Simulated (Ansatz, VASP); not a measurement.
## Cross-check of Al2SeS (Al2SSe monolayer) between VASP and Ansatz

One calculation is typed for both programs; each brings its own data sets. How far apart do they land? The cell is taken from a series of runs on this material, whose earlier steps may have relaxed, scaled, displaced or heated it; both programs get it as it stands.

Calculated with Ansatz 0.2.0; plane waves, with VASP 6.6.1 beside it; single point at PBE with D3(BJ).

### 1. Set-up

The cell holds 4 atoms: 1 Se, 2 Al and 1 S. Its edges and angles: a = 3.640 Å, b = 3.640 Å, c = 22.818 Å, α = 90.0°, β = 90.0°, γ = 120.0°. Vacuum lies along c.

### 2. VASP: single point, PBE with D3(BJ)

With cell and atoms fixed, the geometry can't cause a difference; cores, projectors, grids and the points listed under the comparison can.

Lines of VASP's logs that name or quote its potential files are left out, and so is its time.

File INCAR:

```
SYSTEM = Al2SeS
PREC = Accurate
ENCUT = 400
EDIFF = 1E-06
NELM = 120
ISMEAR = -1
SIGMA = 0.02585
LREAL = .FALSE.
ALGO = Normal
GGA = PE
IVDW = 12
NBANDS = 15
LORBIT = 11
LWAVE = .FALSE.
LCHARG = .FALSE.
ISIF = 2
LDIPOL = .TRUE.
IDIPOL = 3
DIPOL = 0.5 0.5 0.502
LVHAR = .TRUE.
LASPH = .TRUE.
GGA_COMPAT = .FALSE.
EFERMI = MIDGAP
NELMDL = -8
```

File POSCAR:

```
Al2SeS
1.0
    3.6399343675      0.0000000000      0.0000000000
   -1.8199671838      3.1522756304      0.0000000000
    0.0000000000      0.0000000000     22.8184728913
Se Al S
1 2 1
Direct
    0.3333333333      0.6666666667      0.3944172795
    1.0000000000      0.0000000000      0.4477954005
    1.0000000000      0.0000000000      0.5604359196
    0.3333333333      0.6666666667      0.6055827205
```

File KPOINTS:

```
Automatic mesh
0
Gamma
18 18 1
0 0 0
```

PAW data sets: Se, Al and S (PBE family, release 64).

Run with:

```
$ mpirun -np 1 vasp_std
```

Numbers of over 12 decimals in the logs are rounded to 6 here.

What it wrote:

```text
[banner, memory and clock lines left out]
running    1 mpi-ranks, on    1 nodes
 distrk:  each k-point on    1 cores,    1 groups
 distr:  one band on    1 cores,    1 groups

 POSCAR found type information on POSCAR SeAlS
 POSCAR found :  3 types and       4 ions
 LDA part: xc-table for (Slater+PW92), standard interpolation
 POSCAR, INCAR and KPOINTS ok, starting setup
 FFT: planning ... GRIDC
 FFT: planning ... GRID_SOFT
 FFT: planning ... GRID
 WAVECAR not read
 entering main loop
       N       E                     dE             d eps       ncg     rms          rms(c)
DAV:   1     0.985242256778E+02    0.98524E+02   -0.50554E+03  1110   0.694E+02
DAV:   2    -0.570026012230E+01   -0.10422E+03   -0.97847E+02  1640   0.140E+02
DAV:   3    -0.183076914448E+02   -0.12607E+02   -0.12493E+02  1454   0.565E+01
DAV:   4    -0.186769552846E+02   -0.36926E+00   -0.36876E+00  1511   0.119E+01
DAV:   5    -0.186871223122E+02   -0.10167E-01   -0.10166E-01  1618   0.197E+00
DAV:   6    -0.186875356769E+02   -0.41336E-03   -0.41335E-03  1650   0.377E-01
DAV:   7    -0.186875552180E+02   -0.19541E-04   -0.19541E-04  1729   0.695E-02
DAV:   8    -0.186875555910E+02   -0.37296E-06   -0.37297E-06  1363   0.769E-03    0.730E+00
DAV:   9    -0.183258071287E+02    0.36175E+00   -0.59162E-01  1495   0.377E+00    0.473E+00
DAV:  10    -0.182611348792E+02    0.64672E-01   -0.42108E-01  1523   0.320E+00    0.116E+00
DAV:  11    -0.182551660604E+02    0.59688E-02   -0.38310E-02  1551   0.116E+00    0.304E-01
DAV:  12    -0.182547456244E+02    0.42044E-03   -0.54377E-03  1586   0.446E-01    0.193E-01
DAV:  13    -0.182546937785E+02    0.51846E-04   -0.88504E-04  1488   0.171E-01    0.118E-01
DAV:  14    -0.182545055080E+02    0.18827E-03   -0.36480E-04  1558   0.107E-01    0.362E-02
[...]
DAV:  20    -0.182549915890E+02   -0.22102E-04   -0.16126E-06  1207   0.586E-03    0.407E-03
DAV:  21    -0.182550128241E+02   -0.21235E-04   -0.83819E-07  1129   0.468E-03    0.324E-03
DAV:  22    -0.182550210438E+02   -0.82197E-05   -0.34417E-07  1108   0.242E-03    0.167E-03
DAV:  23    -0.182550236769E+02   -0.26332E-05   -0.21921E-07  1136   0.184E-03    0.899E-04
DAV:  24    -0.182550251306E+02   -0.14537E-05   -0.62265E-08  1199   0.925E-04    0.635E-04
DAV:  25    -0.182550272578E+02   -0.21272E-05   -0.55869E-08  1038   0.678E-04    0.188E-04
DAV:  26    -0.182550284096E+02   -0.11517E-05   -0.26883E-08  1206   0.472E-04    0.383E-04
DAV:  27    -0.182550287648E+02   -0.35525E-06   -0.86799E-09  1136   0.343E-04
   1 F= -.19110535E+02 E0= -.19110535E+02  d E =-.129812E-18
```

From OUTCAR (step 2):

```text
ion  position               nearest neighbor table
   1  0.333  0.667  0.394-   2 2.43   2 2.43   2 2.43
   2  0.000  0.000  0.448-   1 2.43   1 2.43   1 2.43   3 2.57
   3  0.000  0.000  0.560-   4 2.34   4 2.34   4 2.34   2 2.57
   4  0.333  0.667  0.606-   3 2.34   3 2.34   3 2.34

  LATTYP: Found a hexagonal cell.
 ALAT       =     3.6399343675
 C/A-ratio  =     6.2689242683

 Subroutine GETGRP returns: Found  6 space group operations
 (whereof  6 operations were pure point group operations)

The static configuration has the point symmetry C_3v.

 Found     37 irreducible k-points:

   k-points           NKPTS =     37   k-points in BZ     NKDIM =     37   number of bands    NBANDS=     15

   dimension x,y,z NGX =    24 NGY =   24 NGZ =  150
   dimension x,y,z NGXF=    48 NGYF=   48 NGZF=  300

   ENCUT  =  400.0 eV  29.40 Ry    5.42 a.u.   5.94  5.94 37.21*2*pi/ulx,y,z

   NELECT =      18.0000    total number of electrons

 k-points in reciprocal lattice and weights: Automatic mesh
   0.00000000  0.00000000  0.00000000       0.003
   0.05555556  0.00000000  0.00000000       0.019
   0.11111111  0.00000000  0.00000000       0.019
   0.16666667  0.00000000  0.00000000       0.019
   0.22222222  0.00000000  0.00000000       0.019
   0.27777778  0.00000000  0.00000000       0.019
   0.33333333  0.00000000  0.00000000       0.019
   0.38888889  0.00000000  0.00000000       0.019
   0.44444444  0.00000000  0.00000000       0.019
[...]
0.33333333  0.27777778  0.00000000       0.037
   0.33333333  0.33333333  0.00000000       0.006

 dipolmoment           0.000000      0.000000      0.003130 electrons x Angstroem

 average (electrostatic) potential at core
       1 -59.9454       2 -82.2580       3 -82.5988       4 -93.6143

 E-fermi :  -1.7244

 k-point     1 :       0.0000    0.0000    0.0000
  band No.  band energies     occupation
    ...
      5      -4.2179      2.00000
      6      -4.2179      2.00000
      7      -2.9699      2.00000
      8      -2.9699      2.00000
      9      -2.9696      2.00000
     10       0.4655      0.00000
     11       1.4091      0.00000
     12       2.6645      0.00000
     13       2.6645      0.00000
     14       2.7577      0.00000
    ...

 k-point     2 :       0.0556    0.0000    0.0000
  band No.  band energies     occupation
    ...
      5      -4.4119      2.00000
      6      -4.2557      2.00000
      7      -3.2559      2.00000
      8      -3.0213      2.00000
      9      -2.9044      2.00000
     10       0.6474      0.00000
     11       1.6152      0.00000
     12       2.4743      0.00000
     13       2.7328      0.00000
     14       2.8102      0.00000
    ...

 k-point     3 :       0.1111    0.0000    0.0000
  band No.  band energies     occupation
    ...
      5      -4.8779      2.00000
      6      -4.3605      2.00000
      7      -3.8580      2.00000
      8      -3.1620      2.00000
      9      -2.8431      2.00000
     10       1.0431      0.00000
     11       1.8025      0.00000
     12       2.3567      0.00000
     13       2.8858      0.00000
     14       2.9048      0.00000
    ...

 Edisp (eV)   -0.85551

  Total      -0.03830    -0.03830    -0.02352     0.00000     0.00000     0.00000
  in kB      -0.23440    -0.23440    -0.14393     0.00000     0.00000     0.00000
  external pressure =       -0.20 kB  Pullay stress =        0.00 kB

  energy-cutoff  :      400.00
  volume of cell :      261.82
      direct lattice vectors                 reciprocal lattice vectors
     3.639934367  0.000000000  0.000000000     0.274730228  0.158615571  0.000000000
    -1.819967184  3.152275630  0.000000000     0.000000000  0.317231143  0.000000000
     0.000000000  0.000000000 22.818472891     0.000000000  0.000000000  0.043824142

 POSITION                                       TOTAL-FORCE (eV/Angst)
 -----------------------------------------------------------------------------------
     -0.00000      2.10152      9.00000         0.000000     -0.000000     -0.008175
      0.00000      0.00000     10.21801        -0.000000      0.000000      0.008687
      0.00000      0.00000     12.78829         0.000000     -0.000000      0.009145
     -0.00000      2.10152     13.81847        -0.000000      0.000000     -0.009657
 -----------------------------------------------------------------------------------
    total drift:                                0.000000     -0.000000      0.000292

  FREE ENERGIE OF THE ION-ELECTRON SYSTEM (eV)
  ---------------------------------------------------
  free  energy   TOTEN  =       -19.1105352448 eV

  energy  without entropy=      -19.1105352448  energy(sigma->0) =      -19.11053524

 vacuum level on the upper side and lower side of the slab         3.296         3.246

 total charge
# of ion       s       p       d       tot
------------------------------------------
    1        1.460   2.438   0.032   3.931
    2        0.414   0.365   0.000   0.779
    3        0.403   0.352   0.000   0.755
    4        1.333   2.433   0.000   3.766
--------------------------------------------------
tot          3.610   5.588   0.032   9.230

[... 3 further parts left out ...]
```

### 3. Ansatz: single point, PBE with D3(BJ)

Ansatz runs on its default PAW (the set named soft_2) files.

The same cell, functional, mesh and smearing now go to Ansatz, which takes its cutoff from its data sets.

File input.yaml:

```yaml
crystal:
  lattice:
    - [3.6399343675, 0.0, 0.0]
    - [-1.8199671838, 3.1522756304, 0.0]
    - [0.0, 0.0, 22.8184728913]
  atoms:
    - { symbol: Se, position: [0.3333333333, 0.6666666667, 0.3944172795] }
    - { symbol: Al, position: [0.0, 0.0, 0.4477954005] }
    - { symbol: Al, position: [0.0, 0.0, 0.5604359196] }
    - { symbol: S, position: [0.3333333333, 0.6666666667, 0.6055827205] }
kpoints:
  mp_grid: { grid: [18, 18, 1] }
  band_path:
    path: [[0, 0, 0], [0.5, 0, 0], [0.33333333, 0.33333333, 0], [0, 0, 0]]
    npoints: 16
hamiltonian:
  xc: pbe
  dispersion: d3bj
scf:
  occupations: { method: fermi_dirac, width: 0.02585 }
  convergence: { dr2_threshold: 1.0e-10 }
efield:
  axis: 3
  dipole_correction: true
  ramp_position: 0.97
  ramp_width: 0.06
  amplitude: 0
output:
  dos: { projected: true, e_range: [-6, 5] }
  write_potential: true
  write_density: true
  volumetric_format: npy
  elf: true
```

Run with:

```
$ ansatz run input.yaml --threads 2 --pin off --max-ram 3072MiB --backend cpu --events-out ev --progress --plain --runs-dir out
```

What it wrote:

```text
Engine: ansatz 0.2.0, x86_64-unknown-linux-gnu
Pseudopotentials: kind: paw
Pseudopotential: Se, paw, valence charge 16, recommended cutoff 420 eV (normal), Se.paw.azcp
Pseudopotential: Al, paw, valence charge 3, recommended cutoff 420 eV (normal), Al.paw.azcp
Pseudopotential: S, paw, valence charge 6, recommended cutoff 420 eV (normal), S.paw.azcp
Functional definition: PBE
  parameter kappa = 0.804
  parameter beta = 0.066725
  exchange = pbe_x(kappa = kappa, mu = beta*pi^2/3)
  correlation = pbe_c(beta = beta)
Crystal: 4 atoms, lattice volume = 261.821 Å³
Basis set: ecut = 420 eV, 5021 PW (Γ)
Bands: 18, of which v1, the nominal top of the filled ones, is band 14 counted from 1 (13 counted from 0)
Symmetry: 6 space group operations
Space group: P3m1 (ITA 156), of the structure as read, at distance tolerance 6.4e-5 Å
k-points: 37 of 324 (time reversal used)
Non-local potential: Se, projectors of the file, l = 0: 2, l = 1: 2, l = 2: 3, l = 3: 1
Non-local potential: Al, projectors of the file, l = 0: 2, l = 1: 2, l = 2: 1
Non-local potential: S, projectors of the file, l = 0: 2, l = 1: 2, l = 2: 2
PAW form: soft (Blöchl's): semilocal exchange-correlation on the pseudo side does not see the compensation charge
PAW one-centre angular grid: Se, 590 points (default); XC on 64 Gauss nodes
PAW one-centre angular grid: Al, 110 points (default); XC on 64 Gauss nodes
PAW one-centre angular grid: S, 110 points (default); XC on 64 Gauss nodes
Initial density: superposition of atomic densities (neutral atoms: chi_scale 0, normalization atom), corrected by the library's trained network
Initial wavefunctions: pseudopotential atomic-orbital guess
Functional: x = pbe(κ = 0.804, μ = 0.219515), c = pbe(β = 0.066725)
SCF iter   1: F=—  HF=-7450.145361 eV  |F-HF|=—  |Δ(HF+E_count)|=         —  Δρ=1.47e-3  dr2=1.80e-2  ethr=1.77e-3  p=0.007 e·Å  D=4.90e-3 V/Å  ΔV_dip=-0.11 eV  dr2_dipole=1.38e-3  V_vac-E_F(+/−)=5.07/5.18 eV  ⟨swp⟩=9.7  Hψ=4703  notcnv=0
efield: sawtooth ramp at fractional position 0.9700 (set: `efield.ramp_position`, or a place that a band, a saddle search or an elastic batch's reference lends), width 0.0600; the density the first Hamiltonian is built on has a dipole p = 0.007 e·Å; the dipole correction subtracts the counter field D = 4.90e-3 V/Å, which shifts the + side's vacuum level by -0.11 eV against the − side's; the planar-averaged density in the ramp window peaks in size at 7.8e-6 e/Å³
preconditioner: auto → none  [insulator: Δε(μ)=2.040 eV  Ē_g=9.108 eV  σ=0.026 eV  W_gap=1.00  n_scr=12 (ndim 8)  ℏωp=9.7 eV  f_vac=0.624  D(μ)=0.00/eV (n_scr^D=0)  ε∞_Penn≈2.1]
SCF iter   2: F=—  HF=-7450.149978 eV  |F-HF|=—  |Δ(HF+E_count)|=   4.62e-3  Δρ=1.29e-3  dr2=3.83e-2  ethr=6.43e-5  p=-0.024 e·Å  D=-1.69e-2 V/Å  ΔV_dip=0.39 eV  dr2_dipole=8.75e-3  V_vac-E_F(+/−)=5.12/4.74 eV  ⟨swp⟩=3.8  Hψ=1536  notcnv=0
SCF iter   3: F=—  HF=-7450.144210 eV  |F-HF|=—  |Δ(HF+E_count)|=   5.77e-3  Δρ=5.20e-4  dr2=5.95e-3  ethr=6.43e-5  p=0.009 e·Å  D=6.22e-3 V/Å  ΔV_dip=-0.14 eV  dr2_dipole=2.37e-3  V_vac-E_F(+/−)=4.96/5.10 eV  ⟨swp⟩=3.9  Hψ=1179  notcnv=0
SCF iter   4: F=—  HF=-7450.143327 eV  |F-HF|=—  |Δ(HF+E_count)|=   8.84e-4  Δρ=2.65e-4  dr2=5.12e-4  ethr=2.13e-5  p=-0.004 e·Å  D=-2.58e-3 V/Å  ΔV_dip=0.06 eV  dr2_dipole=4.84e-7  V_vac-E_F(+/−)=5.05/4.99 eV  ⟨swp⟩=2.8  Hψ=1078  notcnv=0  defer=1
SCF iter   5: F=—  HF=-7450.143376 eV  |F-HF|=—  |Δ(HF+E_count)|=   4.91e-5  Δρ=1.41e-4  dr2=3.79e-5  ethr=1.83e-6  p=-0.004 e·Å  D=-2.43e-3 V/Å  ΔV_dip=0.06 eV  dr2_dipole=8.78e-7  V_vac-E_F(+/−)=5.02/4.97 eV  ⟨swp⟩=2.0  Hψ=843  notcnv=0
SCF iter   6: F=—  HF=-7450.143481 eV  |F-HF|=—  |Δ(HF+E_count)|=   1.05e-4  Δρ=3.58e-5  dr2=2.49e-6  ethr=1.35e-7  p=-0.004 e·Å  D=-2.92e-3 V/Å  ΔV_dip=0.07 eV  dr2_dipole=4.33e-8  V_vac-E_F(+/−)=5.01/4.95 eV  ⟨swp⟩=2.1  Hψ=954  notcnv=0  defer=1
SCF iter   7: F=—  HF=-7450.143498 eV  |F-HF|=—  |Δ(HF+E_count)|=   1.71e-5  Δρ=7.21e-6  dr2=1.16e-7  ethr=8.89e-9  p=-0.004 e·Å  D=-3.06e-3 V/Å  ΔV_dip=0.07 eV  dr2_dipole=2.32e-10  V_vac-E_F(+/−)=5.01/4.94 eV  ⟨swp⟩=2.1  Hψ=991  notcnv=0
SCF iter   8: F=—  HF=-7450.143498 eV  |F-HF|=—  |Δ(HF+E_count)|=   1.39e-7  Δρ=1.96e-6  dr2=9.45e-9  ethr=4.13e-10  p=-0.004 e·Å  D=-3.06e-3 V/Å  ΔV_dip=0.07 eV  dr2_dipole=5.82e-11  V_vac-E_F(+/−)=5.01/4.94 eV  ⟨swp⟩=2.0  Hψ=977  notcnv=0
SCF iter   9: F=—  HF=-7450.143498 eV  |F-HF|=—  |Δ(HF+E_count)|=   1.70e-8  Δρ=4.66e-7  dr2=4.80e-10  ethr=3.38e-11  p=-0.004 e·Å  D=-3.06e-3 V/Å  ΔV_dip=0.07 eV  dr2_dipole=1.71e-12  V_vac-E_F(+/−)=5.01/4.94 eV  ⟨swp⟩=2.0  Hψ=961  notcnv=0
SCF iter  10: F=-7450.143498 eV  HF=-7450.143498 eV  |F-HF|=3.64e-12  |Δ(HF+E_count)|=   2.45e-9  Δρ=7.75e-8  dr2=2.68e-11  ethr=1.00e-12  p=-0.004 e·Å  D=-3.06e-3 V/Å  ΔV_dip=0.07 eV  dr2_dipole=4.04e-13  V_vac-E_F(+/−)=5.01/4.94 eV  ⟨swp⟩=4.3  Hψ=2032  notcnv=0
SCF 1 converged in 10 iterations: F = -7450.143498 eV  dr2 = 2.68e-11
  greatest PAW one-centre occupation: 1.000 electrons in one spin orbital (limit 2), on the Se atom at site 0 (counted from 0), in its partial waves of l = 2
NSCF: frozen V_eff on 49 k-points
efield: sawtooth ramp at fractional position 0.9700 (kept from the solve that this one continues, or follows in the run), width 0.0600; the density the first Hamiltonian is built on has a dipole p = -0.004 e·Å; the dipole correction subtracts the counter field D = -3.06e-3 V/Å, which shifts the + side's vacuum level by +0.07 eV against the − side's; the planar-averaged density in the ramp window peaks in size at 6.4e-6 e/Å³
WARN: The output density's exchange-correlation potential varies sharply where the density is thin. Do not read a vacuum level from v_tot or v_xc, or from such a field of the output density. On a cell that repeats whose density bears no net charge and no dipole along the vacuum's axis use v_es (v_loc + v_h of the components); under efield.dipole_correction with no amplitude use v_es + v_field, which holds any externa [...]
SCF converged after 10 iterations
Free energy (F): -7450.143498 eV
Harris-Foulkes:  -7450.143498 eV  (|F-HF|=3.64e-12)
Internal energy: -7450.143498 eV  (E = F + TS)
E sigma→0 (E₀):  -7450.143498 eV
Fermi energy:    -1.179508 eV
Dipole field:    D = -0.003064 V/Å  (p = -0.004433 e·Å, saw-weighted, corrected)
Work function:   Φ+ = 5.0124 eV   Φ− = 4.9425 eV
Levels:          The Fermi level and band energies are counted from a zero that moves with the ramp; work functions are not
--- Per-component energies (eV) ---
  E_band       = -614.820247
  E_kinetic    = 271.246980
  E_local      = -14322.376819  (includes V_loc(G=0)·N_el)
  E_nonlocal   = -546.863147
  E_hartree    = 7009.532166
  E_xc         = -280.622327
  E_vxc        = -243.196638  (∫ρ·V_xc dr)
  E_paw        = -3446.002332  (= ΣΔE_a)
  E_vpaw       = 207.377951  (= ΣTr[D̂ρ^β])
  E_aug_tail   = -0.000585  (compensation charges beyond the density's cutoff)
  E_efield     = 0.000007  (sawtooth field / dipole correction)
  E_vefield    = -0.072074  (∫n·V_field dr)
  E_ewald      = 3865.798154
  E_disp       = -0.855595  (pairwise vdW)
  E_smearing   = -0.000000  (= −TS)
  E_closure    = 0.000000  (closes the sum)
  Σ components = -7450.143498   (vs F -7450.143498, Δ=0.00e0)
--- Band table (eV; the first three rows and the last of 37) ---
  k-point 0: bands = [... 10 lower, -3.7025, -2.4541, -2.4541, -2.4505, 0.9772, 1.9281, 3.1741, 3.1741]
  k-point 1: bands = [... 10 lower, -3.7402, -2.7388, -2.5053, -2.3855, 1.1590, 2.1336, 2.9868, 3.2426]
  k-point 2: bands = [... 10 lower, -3.8448, -3.3398, -2.6455, -2.3232, 1.5548, 2.3204, 2.8713, 3.4018]
  k-point 36: bands = [... 10 lower, -5.8806, -4.4548, -3.7392, -3.0364, -0.1317, 2.1423, 2.3629, 3.1708]
```

### 4. Differences

Known differences besides the potentials themselves: the data sets hold 28 valence electrons in Ansatz (on its default PAW (the set named soft_2) files) and 18 in VASP; the cutoff is 420 eV in Ansatz and 400 eV in VASP. Total energies have different zeros and are not compared.

Compared:

```tsv
quantity	Ansatz	VASP	difference
gap on the k mesh (eV)	2.064	2.072	-0.008
```

A gap on the mesh is an upper bound, since the band edges may lie between its points. With vacuum in the cell, a pressure given here is an average over mostly empty space and none of the material.

### 5. Summary of results

| Property | Result |
| --- | --- |
| difference in gap on the k mesh (single point, PBE with D3(BJ)) | -0.0078 eV |

The difference in gap on the k mesh is -0.0078 eV (single point, PBE with D3(BJ)), within the 0.08 eV picked in this series as the mark of a large difference. The data sets hold unlike numbers of valence electrons (28 in Ansatz and 18 in VASP), so part of the differences comes from the potentials. Such differences can come from data sets, numerical settings and the points named under the comparisons, not from the functional's error against experiment.

[Lines on the potential files, build, host, timing and source positions are cut from VASP's logs without a mark.]

[Logs are printed without paths, hosts, clocks, repeated set-up lines and the standing remarks that a program may print on its own settings, such as how far it seeks lower states.]

[Hosts, paths, dates, database ids (printed as entryN), source tags and the programs' standing remarks are cut or masked in the printed files.]
